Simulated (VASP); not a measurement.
Output of a VASP run:

File OSZICAR:
```
       N       E                     dE             d eps       ncg     rms          rms(c)
DAV:   1     0.525553570884E+02    0.52555E+02   -0.63052E+03   672   0.977E+02
DAV:   2    -0.896709678002E+01   -0.61522E+02   -0.58596E+02   800   0.204E+02
DAV:   3    -0.118993530614E+02   -0.29323E+01   -0.29043E+01   872   0.370E+01
DAV:   4    -0.119333583136E+02   -0.34005E-01   -0.33991E-01   776   0.438E+00
DAV:   5    -0.119338325440E+02   -0.47423E-03   -0.47401E-03   860   0.470E-01    0.228E+01
DAV:   6    -0.118503863783E+02    0.83446E-01   -0.21689E-01   768   0.253E+00    0.146E+01
DAV:   7    -0.118566673906E+02   -0.62810E-02   -0.11201E-01   888   0.201E+00    0.560E-01
DAV:   8    -0.118513566734E+02    0.53107E-02   -0.27889E-02   784   0.967E-01    0.174E-01
DAV:   9    -0.118514553283E+02   -0.98655E-04   -0.10722E-03   832   0.248E-01    0.224E-01
DAV:  10    -0.118514547492E+02    0.57913E-06   -0.79155E-06   800   0.216E-02
   1 F= -.11851455E+02 E0= -.11851099E+02  d E =-.106633E-02
```

**OUTCAR**
```
------------------------ aborting loop because EDIFF is reached ----------------------------------------
  FORCE on cell =-STRESS in cart. coord.  units (eV):
  Direction    XX          YY          ZZ          XY          YZ          ZX
  --------------------------------------------------------------------------------------
  Total        0.1238474      0.1238474      0.1238474      0.0000000      0.0000000     -0.0000000
  in kB        3.8234424      3.8234424      3.8234424      0.0000000      0.0000000     -0.0000000
  external PRESSURE =       3.8234424 kB  Pullay stress =       0.0000000 kB
  volume of cell :       51.90
      direct lattice vectors                 reciprocal lattice vectors
     0.000000000  2.960540000  2.960540000    -0.168888108  0.168888108  0.168888108
     2.960540000  0.000000000  2.960540000     0.168888108 -0.168888108  0.168888108
     2.960540000  2.960540000  0.000000000     0.168888108  0.168888108 -0.168888108
 POSITION                                       TOTAL-FORCE (eV/Angst)
 -----------------------------------------------------------------------------------
      0.00000      0.00000      0.00000         0.000000      0.000000     -0.000000
      2.96054      2.96054      2.96054         0.000000      0.000000      0.000000
 -----------------------------------------------------------------------------------
    total drift:                                0.000000      0.000000      0.000000
  FREE ENERGIE OF THE ION-ELECTRON SYSTEM (eV)
  ---------------------------------------------------
  free  energy   TOTEN  =       -11.8514547492 eV

  energy  without entropy=      -11.8503884157  energy(sigma->0) =      -11.85109930
```
(Selected blocks of OUTCAR.)

POSCAR:
```
PmSe
1
    0.0000000000     2.9605400000     2.9605400000
    2.9605400000     0.0000000000     2.9605400000
    2.9605400000     2.9605400000     0.0000000000
Pm Se
1 1
Direct
  0.0000000000   0.0000000000   0.0000000000
  0.5000000000   0.5000000000   0.5000000000
```

Q: Write an INCAR and KPOINTS that could have produced this output.

A: This is not unique; one that fits is the input of the run itself, PBE GGA, plane waves, VASP's PBE PAW potentials (set 64).

### INCAR
```
SYSTEM = PmSe
PREC = Accurate
ENCUT = 400
EDIFF = 1E-6
NELM = 100
ALGO = Normal
LREAL = .FALSE.
LASPH = .TRUE.
ISMEAR = 1
SIGMA = 0.1
GGA = PE
LMAXMIX = 6
LWAVE = .FALSE.
LCHARG = .FALSE.
ISIF = 2
KSPACING = 0.35
KGAMMA = .FALSE.
```

POTCAR, in this order: Pm_3 Se (PBE.64 set). Program: vasp_std.

The 4f electrons are frozen in the core of the lanthanide potential, so 4f levels, which can set the real gap, and their magnetism are missing.

The structure comes from a computed database's PmSe entry (Fm-3m); how it stands against other phases isn't given here. The cell was not relaxed at this level. The run is one of a series of settings (KGAMMA = .FALSE., KSPACING = 0.35, KPOINTS file removed against the base run), some of them coarse on purpose. The electron count is odd and the run is not spin-polarised, which forces a metal.
